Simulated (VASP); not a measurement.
Computed with PBE GGA with D3 dispersion (zero damping), VASP's PBE PAW potentials (set 64) (plane waves; VASP).

Input for VASP

POSCAR:
```
Bi2Se3
9.6584450
  1.0000000349  -0.2159879512  -0.0004874002
  1.0000000349   0.2159879512  -0.0004874002
  0.9535301750   0.0000000000   0.3707173186
Bi Se
2 3
direct
  0.4005658765   0.4005658765   0.4005658765
  0.5994341235   0.5994341235   0.5994341235
  0.0000000000   0.0000000000   1.0000000000
  0.2117429485   0.2117429485   0.2117429485
  0.7882570515   0.7882570515   0.7882570515
```

**KPOINTS**
```
Automatic
0
gamma
7 7 7
```

### INCAR
```
# general
SYSTEM   =  Bi2Se3
PREC     =  Accurate
ENCUT    =  520
LREAL    =  .False.   # projection in real space or not
LASPH    =  .True.   # aspherical one-centre terms

# electronic loop
EDIFF    =  1E-7   # SCF stop (eV)
NELM     =  100
ALGO     =  Normal
LMAXMIX  =  4   # l cut-off of mixed one-centre charges

# smearing
ISMEAR   =  -5

# functional
GGA      =  PE
IVDW     =  11   # D3, zero damping

# ions
ISIF     =  2   # forces and stress, cell fixed

# output
LWAVE    =  .False.
LCHARG   =  .True.
LORBIT   =  11
NEDOS    =  601

# other
LEFG     =  .True.
```

POTCAR, in this order: Bi_d Se (PBE.64 set). Program: vasp_std.

The run wrote:

File OUTCAR:
```
 ion  position               nearest neighbor table
   1  0.401  0.401  0.401-   5 2.87   5 2.87   5 2.87   3 3.09   3 3.09   3 3.09
   2  0.599  0.599  0.599-   4 2.87   4 2.87   4 2.87   3 3.09   3 3.09   3 3.09
   3  0.000  0.000  0.000-   2 3.09   1 3.09   2 3.09   2 3.09   1 3.09   1 3.09
   4  0.212  0.212  0.212-   2 2.87   2 2.87   2 2.87
   5  0.788  0.788  0.788-   1 2.87   1 2.87   1 2.87
  LATTYP: Found a trigonal (rhomboedric) cell.
 ALAT       =     9.8811656207
 COS(alpha) =     0.9108570259
 Subroutine PRICEL returns:
 Original cell was already a primitive cell.
 Subroutine GETGRP returns: Found 12 space group operations
The static configuration has the point symmetry D_3d.
The dynamic configuration has the point symmetry D_3d.
 Subroutine INISYM returns: Found 12 space group operations
 Subroutine IBZKPT returns following result:
 Found     44 irreducible k-points:

 Following reciprocal coordinates:
            Coordinates               Weight
  0.000000  0.000000  0.000000      1.000000
  0.142857 -0.000000  0.000000      6.000000
  0.285714 -0.000000  0.000000      6.000000
  0.428571 -0.000000  0.000000      6.000000
  0.142857  0.142857  0.000000      6.000000
  0.285714  0.142857  0.000000     12.000000
  0.428571  0.142857  0.000000     12.000000
 -0.428571  0.142857 -0.000000     12.000000
 -0.285714  0.142857 -0.000000     12.000000
 -0.142857  0.142857  0.000000      6.000000
  0.285714  0.285714  0.000000      6.000000
  0.428571  0.285714  0.000000     12.000000
 -0.428571  0.285714 -0.000000     12.000000
 -0.285714  0.285714  0.000000      6.000000
  0.428571  0.428571  0.000000      6.000000
 -0.428571  0.428571  0.000000      6.000000
  0.142857  0.142857  0.142857      2.000000
  0.285714  0.142857  0.142857      6.000000
  0.428571  0.142857  0.142857      6.000000
 -0.428571  0.142857  0.142857      6.000000
 -0.285714  0.142857  0.142857      6.000000
 -0.142857  0.142857  0.142857      6.000000
  0.285714  0.285714  0.142857      6.000000
  0.428571  0.285714  0.142857     12.000000
 -0.428571  0.285714  0.142857     12.000000
 -0.285714  0.285714  0.142857     12.000000
 -0.142857  0.285714  0.142857     12.000000
  0.428571  0.428571  0.142857      6.000000
 -0.428571  0.428571  0.142857     12.000000
 -0.285714  0.428571  0.142857     12.000000
 -0.142857  0.428571  0.142857     12.000000
 -0.428571 -0.428571  0.142857      6.000000
 -0.285714 -0.428571  0.142857     12.000000
 -0.285714 -0.285714  0.142857      6.000000
  0.285714  0.285714  0.285714      2.000000
  0.428571  0.285714  0.285714      6.000000
 -0.428571  0.285714  0.285714      6.000000
 -0.285714  0.285714  0.285714      6.000000
  0.428571  0.428571  0.285714      6.000000
 -0.428571  0.428571  0.285714     12.000000
   k-points           NKPTS =     44   k-points in BZ     NKDIM =     44   number of bands    NBANDS=     28
   number of dos      NEDOS =    601   number of ions     NIONS =      5
   total plane-waves  NPLWV = 512000
   dimension x,y,z NGX =    80 NGY =   80 NGZ =   80
   dimension x,y,z NGXF=   160 NGYF=  160 NGZF=  160
   ions per type =               2   3
   PREC   = accura    normal or accurate (medium, high low for compatibility)
   ISTART =      0    job   : 0-new  1-cont  2-samecut
   ICHARG =      2    charge: 1-file 2-atom 10-const
   ISPIN  =      1    spin polarized calculation?
   LNONCOLLINEAR =      F non collinear calculations
   LSORBIT =      F    spin-orbit coupling
   INIWAV =      1    electr: 0-lowe 1-rand  2-diag
   ENCUT  =  520.0 eV  38.22 Ry    6.18 a.u.  18.37 18.37 18.37*2*pi/ulx,y,z
   NELM   =    100;   NELMIN=  2; NELMDL= -5     # of ELM steps
...
```

File OSZICAR:
```
       N       E                     dE             d eps       ncg     rms          rms(c)
DAV:   1     0.470126173747E+03    0.47013E+03   -0.23218E+04  2464   0.177E+03
DAV:   2     0.371363348829E+02   -0.43299E+03   -0.42161E+03  2632   0.440E+02
DAV:   3    -0.183239488462E+02   -0.55460E+02   -0.52823E+02  3288   0.164E+02
DAV:   4    -0.208904639771E+02   -0.25665E+01   -0.25361E+01  2780   0.347E+01
DAV:   5    -0.210021083823E+02   -0.11164E+00   -0.11138E+00  3516   0.758E+00    0.514E+00
DAV:   6    -0.201680920400E+02    0.83402E+00   -0.21939E+00  2912   0.852E+00    0.325E+00
DAV:   7    -0.201785146269E+02   -0.10423E-01   -0.43514E-01  2812   0.307E+00    0.167E+00
DAV:   8    -0.201881875480E+02   -0.96729E-02   -0.76241E-02  3308   0.148E+00    0.553E-01
DAV:   9    -0.201873023599E+02    0.88519E-03   -0.13137E-02  3168   0.666E-01    0.161E-01
DAV:  10    -0.201875767745E+02   -0.27441E-03   -0.27130E-03  2732   0.281E-01    0.634E-02
DAV:  11    -0.201876936228E+02   -0.11685E-03   -0.55349E-04  3352   0.126E-01    0.402E-02
DAV:  12    -0.201877155798E+02   -0.21957E-04   -0.11124E-04  3116   0.683E-02    0.189E-02
DAV:  13    -0.201877157841E+02   -0.20430E-06   -0.29518E-05  3116   0.458E-02    0.496E-03
DAV:  14    -0.201877159513E+02   -0.16720E-06   -0.27612E-06  2636   0.104E-02    0.163E-03
DAV:  15    -0.201877161240E+02   -0.17271E-06   -0.85094E-07  2632   0.504E-03    0.949E-04
DAV:  16    -0.201877161084E+02    0.15614E-07   -0.44778E-08  1656   0.169E-03
   1 F= -.21476288E+02 E0= -.21476288E+02  d E =0.000000E+00
```

OUTCAR:
```
------------------------ aborting loop because EDIFF is reached ----------------------------------------
 Edisp (eV)   -1.28857
  FORCE on cell =-STRESS in cart. coord.  units (eV):
  Direction    XX          YY          ZZ          XY          YZ          ZX
  --------------------------------------------------------------------------------------
  Total      -0.03296     0.04920     0.04791     0.00000     0.00000    -0.01028
  in kB      -0.36553     0.54560     0.53132     0.00000     0.00000    -0.11406
  external pressure =        0.24 kB  Pullay stress =        0.00 kB
  volume of cell :      144.47
      direct lattice vectors                 reciprocal lattice vectors
     9.658445337 -2.086107748 -0.004707528     0.051703348 -0.239680813 -0.132987319
     9.658445337  2.086107748 -0.004707528     0.051703348  0.239680813 -0.132987319
     9.209618751  0.000000000  3.580552832     0.000135954  0.000000000  0.278936791
 POSITION                                       TOTAL-FORCE (eV/Angst)
 -----------------------------------------------------------------------------------
     11.42675      0.00000      1.43048         0.000169      0.000000      0.000021
     17.09976      0.00000      2.14066        -0.000169      0.000000     -0.000021
      0.00000      0.00000      0.00000         0.000000      0.000000     -0.000000
      6.04029      0.00000      0.75616         0.016988      0.000000      0.002127
     22.48622      0.00000      2.81497        -0.016988      0.000000     -0.002127
 -----------------------------------------------------------------------------------
    total drift:                               -0.000000     -0.000000     -0.000000
  FREE ENERGIE OF THE ION-ELECTRON SYSTEM (eV)
  ---------------------------------------------------
  free  energy   TOTEN  =       -21.4762880450 eV

  energy  without entropy=      -21.4762880450  energy(sigma->0) =      -21.47628804

 total charge

# of ion       s       p       d       tot
------------------------------------------
    1        1.621   1.053   9.959  12.633
    2        1.621   1.053   9.959  12.633
    3        1.471   2.319   0.020   3.811
    4        1.490   2.261   0.022   3.773
    5        1.490   2.261   0.022   3.773
--------------------------------------------------
tot          7.693   8.949  19.981  36.623

 Electric field gradients after diagonalization (V/A^2)
 (convention: |V_zz| > |V_xx| > |V_yy|)
----------------------------------------------------------------------
 ion       V_xx      V_yy      V_zz     asymmetry (V_yy - V_xx)/ V_zz
----------------------------------------------------------------------
   1      -3.093    -3.093     6.186       0.000
   2      -3.093    -3.093     6.186       0.000
   3     -34.158   -34.157    68.315       0.000
   4       8.334     8.334   -16.668       0.000
   5       8.334     8.334   -16.668       0.000
```
(Selected blocks of OUTCAR.)

The compound is Bi2Se3 in the tetradymite structure. It was relaxed first.
